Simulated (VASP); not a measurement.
# SnAs with PBEsol: from relaxation to properties, part 2 of 4

Aim: relax SnAs with PBEsol, compute its properties on that cell and hold them against experiment. The start is a cell from a database of measured crystal structures.

VASP 6.6.1, plane waves and PAW; the level of theory is named at each step.

Still holding for the runs below: This run has no spin polarisation. Its electron count is odd, so without a moment it is a metal by construction. The k-mesh is coarse for a metal.

So far. Step 2 (Relaxing cell and atoms (PBEsol)): It ends with forces that vanish by symmetry and a pressure of -0.02 GPa. The volume lies +2.0 % from that of the database's start. Step 3 (Second relaxation): It ends with forces that vanish by symmetry and a pressure of -0.01 GPa. The volume moved by under 0.01 %: the run met its threshold at the first step. The relaxed cell has a = 5.719 Å (conventional setting).

The database entry behind the starting cell differs from later determinations by our own check (an axis about 0.7 % short against later determinations), so it need not match the best structure at ambient conditions.

## Step 4: Single point with fields (PBEsol)

Level of this step: PBEsol; plane waves and PAW (Sn_d, As) (VASP).

The relaxed cell gets a fresh self-consistent run, on a basis set for its own volume, to fix the density and to check the remaining stress.

INCAR reads:

```
SYSTEM = SnAs
PREC = Accurate
ENCUT = 400
EDIFF = 1E-06
NELM = 100
ISMEAR = 0
SIGMA = 0.05
LREAL = .FALSE.
ALGO = Normal
GGA = PS
NBANDS = 15
LORBIT = 11
LWAVE = .FALSE.
LCHARG = .TRUE.
ISIF = 2
LELF = .TRUE.
LVHAR = .TRUE.
```

POSCAR reads:

```
SnAs
1.0
    0.0000000000      2.8593080381      2.8593080381
    2.8593080381      0.0000000000      2.8593080381
    2.8593080381      2.8593080381      0.0000000000
Sn As
1 1
Direct
    0.0000000000      0.0000000000      0.0000000000
    0.5000000000      0.5000000000      0.5000000000
```

KPOINTS reads:

```
Automatic mesh
0
Gamma
8 8 8
0 0 0
```

PAW data sets: Sn_d and As (PBE family, release 64).

On the command line:

```bash
> mpirun -np 2 vasp_std
```

Log:

```text
[banner, memory and clock lines left out]
running    2 mpi-ranks, on    1 nodes
 distrk:  each k-point on    2 cores,    1 groups
 distr:  one band on    1 cores,    2 groups

 POSCAR found type information on POSCAR SnAs
 POSCAR found :  2 types and       2 ions
 [... a notice as in an earlier step ...]

 LDA part: xc-table for (Slater+PW92), standard interpolation
|                                                                             |
|           W    W    AA    RRRRR   N    N  II  N    N   GGGG   !!!           |
|           W    W   A  A   R    R  NN   N  II  NN   N  G    G  !!!           |
|           W    W  A    A  R    R  N N  N  II  N N  N  G       !!!           |
|           W WW W  AAAAAA  RRRRR   N  N N  II  N  N N  G  GGG   !            |
|           WW  WW  A    A  R   R   N   NN  II  N   NN  G    G                |
|           W    W  A    A  R    R  N    N  II  N    N   GGGG   !!!           |
|                                                                             |
|     The number of bands has been changed from the values supplied in        |
|     The orbitals not found in the WAVECAR file will be initialized with     |
|     random numbers, which is usually adequate. For correlated               |
|     calculations, however, you should redo the groundstate calculation.     |
|     I found NBANDS = 15. Now, NBANDS = 16.                                  |
|                                                                             |

 POSCAR, INCAR and KPOINTS ok, starting setup
 FFT: planning ... GRIDC
 FFT: planning ... GRID_SOFT
 FFT: planning ... GRID
 WAVECAR not read
 entering main loop
       N       E                     dE             d eps       ncg     rms          rms(c)
DAV:   1     0.100740380359E+03    0.10074E+03   -0.78192E+03   936   0.127E+03
DAV:   2    -0.211764606285E+01   -0.10286E+03   -0.10016E+03  1048   0.315E+02
DAV:   3    -0.946967942629E+01   -0.73520E+01   -0.73338E+01  1184   0.758E+01
DAV:   4    -0.961768722546E+01   -0.14801E+00   -0.14800E+00  1080   0.116E+01
DAV:   5    -0.962253781186E+01   -0.48506E-02   -0.48505E-02  1264   0.198E+00    0.275E+00
DAV:   6    -0.951543712889E+01    0.10710E+00   -0.19624E-01  1392   0.456E+00    0.161E+00
DAV:   7    -0.950622509565E+01    0.92120E-02   -0.47524E-02  1272   0.170E+00    0.531E-01
DAV:   8    -0.950524185171E+01    0.98324E-03   -0.49085E-03  1192   0.740E-01    0.690E-02
DAV:   9    -0.950519441888E+01    0.47433E-04   -0.62852E-04  1352   0.284E-01    0.575E-02
DAV:  10    -0.950518996428E+01    0.44546E-05   -0.48865E-05  1120   0.544E-02    0.289E-02
DAV:  11    -0.950518655371E+01    0.34106E-05   -0.20742E-05  1368   0.445E-02    0.404E-03
DAV:  12    -0.950518672046E+01   -0.16675E-06   -0.15823E-06   904   0.820E-03
   1 F= -.95051867E+01 E0= -.95037838E+01  d E =-.280574E-02
```

Run time: 5.2 s. Hardware: 2 MPI ranks of AMD EPYC 9R45, shared host; peak memory 0.21 GiB.

From OUTCAR (step 4):

```text
The static configuration has the point symmetry O_h .

 Found     29 irreducible k-points:

   k-points           NKPTS =     29   k-points in BZ     NKDIM =     29   number of bands    NBANDS=     16

   NELECT =      19.0000    total number of electrons

 E-fermi :   6.8346

 k-point     1 :       0.0000    0.0000    0.0000
  band No.  band energies     occupation
    ...
      6      -6.2570      2.00000
      7       4.2898      2.00000
      8       5.8637      2.00000
      9       5.8637      2.00000
     10       5.8637      2.00000
     11      12.4224      0.00000
     12      12.4224      0.00000
     13      12.4224      0.00000
     14      12.9446      0.00000
     15      12.9446      0.00000
    ...

 k-point     2 :       0.1250    0.0000    0.0000
  band No.  band energies     occupation
    ...
      6      -6.0693      2.00000
      7       2.9658      2.00000
      8       5.8851      2.00000
      9       5.8851      2.00000
     10       6.8128      1.46160
     11      11.3996      0.00000
     12      11.3996      0.00000
     13      11.4530      0.00000
     14      12.9492      0.00000
     15      13.3856      0.00000
    ...

  Total       -0.0012948     -0.0012948     -0.0012948      0.0000000      0.0000000      0.0000000
  in kB       -0.0443696     -0.0443696     -0.0443696      0.0000000      0.0000000      0.0000000
  external PRESSURE =      -0.0443696 kB  Pullay stress =       0.0000000 kB

 POSITION                                       TOTAL-FORCE (eV/Angst)
 -----------------------------------------------------------------------------------
      0.00000      0.00000      0.00000         0.000000     -0.000000     -0.000000
      2.85931      2.85931      2.85931        -0.000000      0.000000      0.000000
 -----------------------------------------------------------------------------------
    total drift:                               -0.000000      0.000000      0.000000

  FREE ENERGIE OF THE ION-ELECTRON SYSTEM (eV)
  ---------------------------------------------------
  free  energy   TOTEN  =        -9.5051867205 eV

  energy  without entropy=       -9.5023809769  energy(sigma->0) =       -9.50378385

[... 8 parts as in an earlier step ...]

[... 5 further parts left out ...]
```

This step gave:

- SCF cycles: 12
- bands: 16
- pressure: -0.004437 GPa

Valence electrons inside each PAW sphere by angular momentum. Sphere charges, by row:

```tsv
atom	s (e)	p (e)	d (e)	tot (e)
Sn1	1.224	0.946	10.02	12.19
As2	1.266	1.446	0.033	2.745
```

ELF in the ac plane of the conventional cell at fractional y = 0.000, with atoms of Sn and As within 0.2 Å of it. It is the smooth field of the valence electrons, not physical close to the nuclei.

Ten even steps from '_' (0.13) to '@' (0.82), each cell a mean:
```
__..----**@@@@####@@@@%%====::__
::------==##@@@@@@@@@@**------::
==--::..::++##@@@@%%**--..::--==
====::____::==****++--____..--==
%%##==..__..----==--::____--**%%
@@@@##==::::----------::--**@@@@
%%@@@@##==----..__::----++%%@@@@
**%%@@%%====::__..__--==**@@@@##
##@@@@%%====::____..----**@@@@##
@@@@@@**------::::------==##@@@@
@@%%**--..::--====--::..::++##@@
**++--____..--======::____::==**
==--::____--**%%%%##==..__..----
------::--**@@@@@@@@##==::::----
__::----++%%@@@@%%@@@@##==----..
..__--==**@@@@##**%%@@%%====::__
```
Columns run along a (5.7 Å), rows up along c (5.7 Å), edges of the conventional cell, whose origin can differ from the input's. Atoms in or near the plane, at fractional coordinates: Sn at (0.00, 0.00), Sn at (0.50, 0.50), As at (0.50, 0.00), As at (0.00, 0.50).

Electrostatic potential energy in the ac plane of the conventional cell at fractional y = 0.000, with atoms of Sn and As within 0.2 Å of it. With pseudopotentials it is smooth inside the atoms' cores, unlike the true potential.

Ten even steps from '_' (-95 eV) to '@' (2 eV), each cell a mean:
```
__..**@@@@%%++****++##@@@@%%--__
--++%%@@@@@@##++++**%%@@@@@@**--
##%%@@@@@@@@@@%%%%@@@@@@@@@@@@%%
@@@@@@@@@@@@@@@@@@@@@@@@@@@@@@@@
@@@@@@@@@@@@@@@@@@@@@@@@@@@@@@@@
##%%@@@@@@@@%%**++##@@@@@@@@%%##
++++%%@@@@%%++....--##@@@@@@**++
%%++##@@@@##--____..++@@@@%%++**
**++##@@@@%%--____..**@@@@%%++**
++**%%@@@@@@**----++%%@@@@@@##++
%%@@@@@@@@@@@@%%##%%@@@@@@@@@@%%
@@@@@@@@@@@@@@@@@@@@@@@@@@@@@@@@
@@@@@@@@@@@@@@@@@@@@@@@@@@@@@@@@
++##@@@@@@@@%%####%%@@@@@@@@%%**
..--##@@@@@@**++++++%%@@@@%%++..
__..++@@@@%%++**%%++##@@@@##--__
```
Columns run along a (5.7 Å; values clipped at the 3rd and 97th percentile), rows up along c (5.7 Å), edges of the conventional cell, whose origin can differ from the input's. Atoms in or near the plane, at fractional coordinates: Sn at (0.00, 0.00), Sn at (0.50, 0.50), As at (0.50, 0.00), As at (0.00, 0.50).

Valence density in the ac plane of the conventional cell at fractional y = 0.000, with atoms of Sn and As within 0.2 Å of it. It is the smooth field of the valence electrons, not physical close to the nuclei.

Ten steps, logarithmic in the rise over the least value, from '_' (0 e/Å³) to '@' (11 e/Å³), each cell a mean:
```
@@%%++------==--::--==----==##@@
##**==------========--------++##
==----::::::----==----::::::--==
----::::::::--------::::::::----
----::::::::--------::::::::----
====--::::--==++++==--::::----==
--====------**%%%%##==------==--
__--==----==##@@@@%%++----====::
::--==----==##@@@@%%++------==--
====--------++####**==------====
==----::::::--====----::::::----
----::::::::--------::::::::----
----::::::::--------::::::::----
++==--::::----======--::::--==++
%%##==------==----====------**%%
@@%%++----====::__--==----==##@@
```
Columns run along a (5.7 Å), rows up along c (5.7 Å), edges of the conventional cell, whose origin can differ from the input's. Atoms in or near the plane, at fractional coordinates: Sn at (0.00, 0.00), Sn at (0.50, 0.50), As at (0.50, 0.00), As at (0.00, 0.50).

In this run the pressure is 0.00 GPa, small enough to go on.

## Step 5: Band structure (PBEsol)

The mesh alone shows little of the dispersion and can miss band extrema, so KPOINTS_OPT adds a path through the symmetry points after the self-consistent cycle.

INCAR reads:

```
SYSTEM = SnAs
PREC = Accurate
ENCUT = 400
EDIFF = 1E-06
NELM = 100
ISMEAR = 0
SIGMA = 0.05
LREAL = .FALSE.
ALGO = Normal
GGA = PS
NBANDS = 21
LORBIT = 11
LWAVE = .FALSE.
LCHARG = .FALSE.
KPAR = 2
```

POSCAR is that of step 4.

KPOINTS is that of step 4.

KPOINTS_OPT reads:

```
Line mode
16
Line-mode
Reciprocal
  0.00000000   0.00000000   0.00000000 GAMMA
  0.50000000   0.00000000   0.50000000 X

  0.50000000   0.00000000   0.50000000 X
  0.50000000   0.25000000   0.75000000 W

  0.50000000   0.25000000   0.75000000 W
  0.37500000   0.37500000   0.75000000 K

  0.37500000   0.37500000   0.75000000 K
  0.00000000   0.00000000   0.00000000 GAMMA

  0.00000000   0.00000000   0.00000000 GAMMA
  0.50000000   0.50000000   0.50000000 L

  0.50000000   0.50000000   0.50000000 L
  0.62500000   0.25000000   0.62500000 U

  0.62500000   0.25000000   0.62500000 U
  0.50000000   0.25000000   0.75000000 W

  0.50000000   0.25000000   0.75000000 W
  0.50000000   0.50000000   0.50000000 L

  0.50000000   0.50000000   0.50000000 L
  0.37500000   0.37500000   0.75000000 K

  0.62500000   0.25000000   0.62500000 U
  0.50000000   0.00000000   0.50000000 X
```

On the command line:

```bash
> mpirun -np 2 vasp_std
```

Log:

```text
[... set-up lines as in an earlier step ...]
 entering main loop
       N       E                     dE             d eps       ncg     rms          rms(c)
DAV:   1     0.122905531000E+03    0.12291E+03   -0.71269E+03  1367   0.940E+02
DAV:   2     0.283376988896E+01   -0.12007E+03   -0.11409E+03  1314   0.302E+02
DAV:   3    -0.931567400885E+01   -0.12149E+02   -0.11984E+02  1449   0.737E+01
DAV:   4    -0.961578371510E+01   -0.30011E+00   -0.29990E+00  1431   0.119E+01
DAV:   5    -0.962263410336E+01   -0.68504E-02   -0.68501E-02  1553   0.182E+00    0.275E+00
DAV:   6    -0.951529267958E+01    0.10734E+00   -0.14986E-01  1851   0.351E+00    0.161E+00
DAV:   7    -0.950624139986E+01    0.90513E-02   -0.42916E-02  1674   0.129E+00    0.534E-01
DAV:   8    -0.950525024334E+01    0.99116E-03   -0.45581E-03  1648   0.599E-01    0.726E-02
DAV:   9    -0.950519078718E+01    0.59456E-04   -0.53758E-04  1708   0.218E-01    0.589E-02
DAV:  10    -0.950518857108E+01    0.22161E-05   -0.50005E-05  1493   0.436E-02    0.248E-02
DAV:  11    -0.950518653377E+01    0.20373E-05   -0.17029E-05  1747   0.350E-02    0.723E-03
DAV:  12    -0.950518677509E+01   -0.24132E-06   -0.17396E-06  1223   0.687E-03
   1 F= -.95051868E+01 E0= -.95037839E+01  d E =-.280584E-02
 Start KPOINTS_OPT (optional k-point list driver)
k-point batch [1-29\160]
       N       E                     dE             ncg
DAV:   1    -0.297293512950E+02   -0.12478E+05     1357
DAV:   2    -0.353344354804E+04   -0.35037E+04     1316
DAV:   3    -0.389225233392E+04   -0.35881E+03     1419
DAV:   4    -0.390095859375E+04   -0.87063E+01     1485
DAV:   5    -0.390115945516E+04   -0.20086E+00     1518
DAV:   6    -0.390116681555E+04   -0.73604E-02     1707
DAV:   7    -0.390116702071E+04   -0.20515E-03     1629
DAV:   8    -0.390116702417E+04   -0.34672E-05     1350
DAV:   9    -0.390116702442E+04   -0.24303E-06      955
[...]
k-point batch [146-160\160]
       N       E                     dE             ncg
DAV:   1     0.790472659183E+04   -0.94608E+04      722
DAV:   2     0.604862153680E+04   -0.18561E+04      665
DAV:   3     0.585934496048E+04   -0.18928E+03      832
DAV:   4     0.585485497872E+04   -0.44900E+01      755
DAV:   5     0.585475395657E+04   -0.10102E+00      847
DAV:   6     0.585475016800E+04   -0.37886E-02      843
DAV:   7     0.585475001495E+04   -0.15305E-03      905
DAV:   8     0.585475001437E+04   -0.58053E-06      659
```

Run time: 23 s. Hardware: 2 MPI ranks; peak memory 0.29 GiB.

OUTCAR, selected parts (step 5):

```text
   k-points           NKPTS =     29   k-points in BZ     NKDIM =     29   number of bands    NBANDS=     21

   NELECT =      19.0000    total number of electrons

 E-fermi :   6.8346

 k-point     2 :       0.1250    0.0000    0.0000
  band No.  band energies     occupation
    ...
      6      -6.0693      2.00000
      7       2.9658      2.00000
      8       5.8851      2.00000
      9       5.8851      2.00000
     10       6.8128      1.46141
     11      11.3996      0.00000
     12      11.3996      0.00000
     13      11.4529      0.00000
     14      12.9492      0.00000
     15      13.3856      0.00000
    ...

  Total       -0.0003060     -0.0003060     -0.0003060     -0.0000000      0.0000000     -0.0000000
  in kB       -0.0104869     -0.0104869     -0.0104869     -0.0000000      0.0000000     -0.0000000
  external PRESSURE =      -0.0104869 kB  Pullay stress =       0.0000000 kB

  FREE ENERGIE OF THE ION-ELECTRON SYSTEM (eV)
  ---------------------------------------------------
  free  energy   TOTEN  =        -9.5051867751 eV

  energy  without entropy=       -9.5023809351  energy(sigma->0) =       -9.50378386

[... 10 parts as in an earlier step ...]

[... 7 further parts left out ...]
```

Spin-orbit coupling is off here; with elements this heavy it splits and shifts levels by tenths of an eV or more.

Numbers from this step:

* bands: 21
* pressure: -0.001049 GPa

The electronic bands at the labelled points (eV, zero at the Fermi level; # counts the bands kept):

```tsv
point	#1	#2	#3	#4	#5	#6	#7	#8
Γ	-2.54	-0.97	-0.97	-0.97	5.59	5.59	5.59	6.11
0.47 of the way	-5.03	-2.16	-2.16	-0.51	3.80	3.93	6.00	6.00
X	-5.75	-5.44	-3.20	-3.20	2.78	7.66	7.66	9.18
0.47 of the way	-6.31	-5.52	-3.70	-1.66	3.68	5.47	7.94	8.44
W	-6.98	-4.74	-4.74	1.03	2.27	6.06	6.06	8.97
0.53 of the way	-7.06	-5.11	-3.71	-0.37	3.64	5.10	7.34	7.58
K	-7.11	-5.22	-2.56	-1.71	4.62	5.16	6.26	7.85
0.47 of the way	-6.37	-3.01	-0.30	1.35	2.00	2.30	5.32	7.36
Γ	-2.54	-0.97	-0.97	-0.97	5.59	5.59	5.59	6.11
0.47 of the way	-5.54	-0.87	-0.87	0.68	3.28	3.28	3.64	6.50
L	-8.41	-0.49	-0.49	0.95	1.46	1.46	2.50	9.91
0.53 of the way	-7.97	-3.37	-1.66	-0.53	3.22	3.51	5.99	7.51
U	-7.11	-5.22	-2.56	-1.71	4.62	5.16	6.26	7.85
0.47 of the way	-7.06	-5.11	-3.71	-0.37	3.64	5.10	7.34	7.58
W	-6.98	-4.74	-4.74	1.03	2.27	6.06	6.06	8.97
0.47 of the way	-7.83	-3.45	-2.94	0.81	1.74	5.07	6.26	7.72
L	-8.41	-0.49	-0.49	0.95	1.46	1.46	2.50	9.91
0.47 of the way	-8.07	-2.97	-1.48	-0.31	2.92	3.16	5.50	7.86
K	-7.11	-5.22	-2.56	-1.71	4.62	5.16	6.26	7.85
jump to U	-7.11	-5.22	-2.56	-1.71	4.62	5.16	6.26	7.85
0.47 of the way	-6.18	-5.59	-3.02	-2.57	3.40	6.66	7.07	8.73
X	-5.75	-5.44	-3.20	-3.20	2.78	7.66	7.66	9.18
```

The largest weight of each band there:

```tsv
point	#1	#2	#3	#4	#5	#6	#7	#8
Γ	Sn 0.55	As 0.69	As 0.69	As 0.69	Sn 0.78	Sn 0.78	Sn 0.78	Sn 0.63
X	Sn 0.52	Sn 0.84	As 0.56	As 0.56	Sn 0.68	Sn 0.57	Sn 0.57	As 0.71
W	Sn 0.90	Sn 0.50	Sn 0.50	As 0.68	Sn 0.83	As 0.74	As 0.74	Sn 0.64
K	Sn 0.87	Sn 0.51	As 0.58	Sn 0.61	As 0.69	Sn 0.61	Sn 0.71	As 0.79
Γ	Sn 0.55	As 0.69	As 0.69	As 0.69	Sn 0.78	Sn 0.78	Sn 0.78	Sn 0.63
L	Sn 0.83	As 0.87	As 0.87	Sn 0.57	Sn 0.91	Sn 0.91	Sn 0.61	As 0.73
```

The electronic bands as a text plot (rows in eV, shown from -8.0 to 6.1 only):

```
    5.8 |* **      *  *     *    **               * **     *  *
    5.2 |**   *      * **    ***** *        *  ***
    4.6 |  * *      *   ***         *         **     **   * **
    4.1 |   *       *     *     *    *     * *  *           * *
    3.5 | *  **    *   *   *         **               ** * *   *
    2.9 |  **  ****  *     **  *      *** * *    *              *
    2.3 |             *     ***        * * *      **   ** *
    1.7 |                     *         ***         *** **
    1.1 |  *          *      * *       ****       ***  **
    0.5 | * *        *      *        **    *     *   **  *
   -0.1 |              *   * ** *   *       *             *
   -0.7 |*          *     * *  *** * ******* *  *       ** *
   -1.2 |*** *          ** *    *****       * *        * ** *
   -1.8 |   *      *      *    *           * * *      *    ****
   -2.4 |    **          *    *   *           **     **   *  * *
   -3.0 |*     ****     *    *   * *        *        *        ***
   -3.6 | *    *  **        *   *               *   *      *
   -4.2 |  *        *  *   *        *        *   * **       *
   -4.8 |   *   *    **  **    *     *        *  ***
   -5.4 |    **  * **  **     *                **            ****
   -5.9 |      *****                  *                        **
   -6.5 |           *        *                                *
   -7.1 |            ***** **          *      ******         *
   -7.7 |                 *             *    *      **     **
         Γ       X    W  K        Γ      L     U  W     L   K|U X
```

There is no gap at this level.

[end of part 2 of 4]

[Lines on the potential files, build, host, timing and source positions are cut from VASP's logs without a mark.]

[Logs are printed without paths, hosts, clocks, repeated set-up lines and the standing remarks that a program may print on its own settings, such as how far it seeks lower states.]

[Hosts, paths, dates, database ids (printed as entryN), source tags and the programs' standing remarks are cut or masked in the printed files.]

[Measured values are set beside computed ones only where the two were judged alike; some that the calculation misses by far are left out.]

[In band tables of VASP the shares of atoms and orbitals are scaled to a sum of 1 inside the atoms' spheres.]
